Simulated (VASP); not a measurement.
Here is the system:

```
CELL_PARAMETERS angstrom
      1.92038    -3.32619     0.00000
      1.92038     3.32619     0.00000
      0.00000     0.00000     6.49613
ATOMIC_POSITIONS crystal
  Sn 0.00000 0.00000 0.00000
  Se 0.33333 0.66667 0.24216
  Se 0.66667 0.33333 0.75784
```

The numbers are results of r2SCAN meta-GGA, VASP's PBE PAW potentials (set 64) (plane waves; VASP), not measurements. Numerical set-up: 480 eV cut-off, 6×6×4 Γ-centred mesh, Gaussian smearing of 0.050 eV, potentials Sn_d Se.

Unless said otherwise, spin-orbit coupling is left out, though it shifts the bands of the heavy elements here.

Each row applies one change to this cell, which was relaxed at other settings and keeps the small stress of the first row; at a fixed cut-off the stress holds a Pulay part, so it need not integrate to ΔE exactly. Stress is in GPa, positive when the cell is compressed; gaps are those on the k-mesh, and 0.00 means metallic.

```csv
change,ΔE (meV/atom),σxx,σyy,σzz,"largest shear component, with its sign (GPa)",largest force (eV/Å),gap (eV)
none,0.0,0.16,0.16,0.09,0.00,0.008,1.05
isotropic strain of -2.0 % with the ions relaxed,…,…,…,…,…,…,…
atom 3 (Se) moved by -0.050 Å along y,1.4,0.13,0.23,0.14,-0.55,0.175,1.00
uniaxial strain of +4.0 % along x,13.4,-3.86,-1.37,-1.36,0.05,0.208,0.86
biaxial strain of +1.5 % in the xy plane,…,…,…,…,…,…,…
uniaxial strain of +0.5 % along y with the ions relaxed,0.1,0.00,-0.39,-0.01,0.01,0.004,1.03
biaxial strain of +1.5 % in the xz plane with the ions relaxed,1.8,-1.43,-0.36,-0.28,-0.01,0.008,1.01
```

Task: Fill in the missing entries.

Result: 
- biaxial strain of +1.5 % in the xy plane, ΔE (meV/atom): 5.0
- biaxial strain of +1.5 % in the xy plane, σxx: -2.06
- biaxial strain of +1.5 % in the xy plane, σyy: -2.06
- biaxial strain of +1.5 % in the xy plane, σzz: -1.04
- biaxial strain of +1.5 % in the xy plane, largest shear component, with its sign (GPa): 0.00
- biaxial strain of +1.5 % in the xy plane, largest force (eV/Å): 0.159
- biaxial strain of +1.5 % in the xy plane, gap (eV): 1.06
- isotropic strain of -2.0 % with the ions relaxed, ΔE (meV/atom): 12.8
- isotropic strain of -2.0 % with the ions relaxed, σxx: 3.32
- isotropic strain of -2.0 % with the ions relaxed, σyy: 3.32
- isotropic strain of -2.0 % with the ions relaxed, σzz: 0.82
- isotropic strain of -2.0 % with the ions relaxed, largest shear component, with its sign (GPa): 0.00
- isotropic strain of -2.0 % with the ions relaxed, largest force (eV/Å): 0.001
- isotropic strain of -2.0 % with the ions relaxed, gap (eV): 0.94

Failed runs are left out, and for metals the shear rows, which the mesh's noise covers.

The compound is SnSe2 in the 1T layered structure.
